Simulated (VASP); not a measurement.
OSZICAR of a VASP run on MgS (rock salt):

File OSZICAR:
```
       N       E                     dE             d eps       ncg     rms          rms(c)
DAV:   1     0.132592110094E+02    0.13259E+02   -0.38404E+03   592   0.830E+02
DAV:   2    -0.160045943754E+02   -0.29264E+02   -0.27470E+02   776   0.108E+02
DAV:   3    -0.168545080886E+02   -0.84991E+00   -0.84991E+00   720   0.244E+01
DAV:   4    -0.168574026655E+02   -0.28946E-02   -0.28946E-02   896   0.166E+00
DAV:   5    -0.168574049731E+02   -0.23076E-05   -0.23076E-05   760   0.406E-02    0.470E+00
DAV:   6    -0.152514592426E+02    0.16059E+01   -0.10933E+00   608   0.796E+00    0.491E+00
DAV:   7    -0.150814842809E+02    0.16997E+00   -0.49484E-01   576   0.408E+00    0.191E+00
DAV:   8    -0.152201492304E+02   -0.13866E+00   -0.26986E-01   696   0.478E+00    0.165E+00
DAV:   9    -0.152227853293E+02   -0.26361E-02   -0.58155E-02   592   0.261E+00    0.147E-01
DAV:  10    -0.152712815137E+02   -0.48496E-01   -0.14068E-02   592   0.117E+00    0.104E-01
DAV:  11    -0.152771516009E+02   -0.58701E-02   -0.57070E-04   848   0.268E-01    0.109E-01
DAV:  12    -0.152746341599E+02    0.25174E-02   -0.15078E-03   560   0.385E-01    0.220E-01
DAV:  13    -0.152814005537E+02   -0.67664E-02   -0.45623E-03   568   0.782E-01    0.221E-02
DAV:  14    -0.152814252053E+02   -0.24652E-04   -0.57481E-05   792   0.736E-02    0.323E-02
DAV:  15    -0.152814383006E+02   -0.13095E-04   -0.19822E-06   648   0.180E-02    0.408E-02
DAV:  16    -0.152814398537E+02   -0.15531E-05   -0.27615E-05   560   0.751E-02    0.919E-03
DAV:  17    -0.152814726809E+02   -0.32827E-04   -0.13080E-05   576   0.515E-02    0.287E-02
DAV:  18    -0.152814707103E+02    0.19706E-05   -0.76493E-07   600   0.132E-02    0.290E-02
DAV:  19    -0.152814755312E+02   -0.48209E-05   -0.12687E-06   560   0.137E-02    0.182E-02
DAV:  20    -0.152814722692E+02    0.32620E-05   -0.35785E-07   576   0.912E-03    0.131E-02
DAV:  21    -0.152814730643E+02   -0.79518E-06   -0.79252E-08   592   0.358E-03    0.103E-02
DAV:  22    -0.152814725605E+02    0.50386E-06   -0.65558E-08   288   0.195E-03    0.431E-03
DAV:  23    -0.152814729947E+02   -0.43423E-06   -0.13891E-08   280   0.119E-03    0.189E-03
DAV:  24    -0.152814728554E+02    0.13931E-06   -0.45302E-09   280   0.591E-04    0.865E-04
DAV:  25    -0.152814729478E+02   -0.92368E-07   -0.11504E-09   280   0.379E-04
   1 F= -.15281473E+02 E0= -.15281473E+02  d E =-.629886E-16
```

**Question.** Which electronic solver shows in the log?

**Answer.** It is blocked Davidson (ALGO = Normal, or the opening steps of other solvers). The INCAR had ALGO = Normal.

**Question.** Can the final energy be trusted as converged?

**Answer.** The calculation finished and met its thresholds. It stopped with EDIFF = 1E-7, NELM = 100 (r2SCAN+rVV10, plane waves, VASP's PBE PAW potentials (set 64)).

The compound is MgS in the rock salt structure. It was relaxed first.
